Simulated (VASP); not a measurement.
Consider the following.

```
CELL_PARAMETERS angstrom
      0.00000     2.04000     2.04000
      2.04000     0.00000     2.04000
      2.04000     2.04000     0.00000
ATOMIC_POSITIONS crystal
  Li 0.00000 0.00000 0.00000
  H  0.50000 0.50000 0.50000
```

Method: LDA (Ceperley-Alder, Perdew-Zunger), VASP's LDA PAW potentials (set 64) (plane waves; VASP 6.6.1). Run with 400 eV cut-off, 14×14×14 Γ-centred mesh, Fermi-Dirac smearing of 0.010 eV, potentials Li_sv H.

At this cut-off the stress carries a Pulay error, which pulls relaxed volumes low.

Task: Give the stress tensor in GPa (positive for a compressed cell).

Result: 
```
-7.58   0.00   0.00
 0.00  -7.58   0.00
 0.00   0.00  -7.58
```
The pressure is its mean diagonal, -7.58 GPa.

The structure is a typed LiH crystal (Fm-3m). The cell was not relaxed at this level.
